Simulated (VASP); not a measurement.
Ge8H (a cell with a defect) (Germanium), 9 atoms in the cell. The cell holds a defect, 9 atoms: a = 8.001 Å, b = 8.001 Å, c = 4.001 Å, α = 60.00°, β = 60.00°, γ = 60.00°. 

- Program: VASP 6.6.1
- Task: single point
- Functional: PBE
- Potentials or basis: VASP PAW PBE potentials, release 64 (Ge_d, H)
- Cutoff: 520 eV
- k mesh: 4 × 4 × 4
- Occupations: gaussian, width 0.05 eV
- Spin: no spin polarisation
- Dipole correction: no
- Further INCAR settings: ALGO = Fast; EDIFF = 1e-07; NBANDS = 66

Potentials or basis: VASP PAW PBE potentials, release 64 (Ge_d, H).

The run is started by

```bash
$ cat potpaw_PBE.64/Ge_d/POTCAR potpaw_PBE.64/H/POTCAR > POTCAR
$ mpirun -np 1 vasp_std > vasp.out
```

Hardware: 1 thread of AMD EPYC 9R45 (Zen 5), on a shared host.

Q: How long does it take, and how much memory?

A: Wall time 5.9 min on 1 thread of AMD EPYC 9R45 (Zen 5) (shared host), peak memory 0.42 GiB. Counts: scf iterations 17, k points 30.
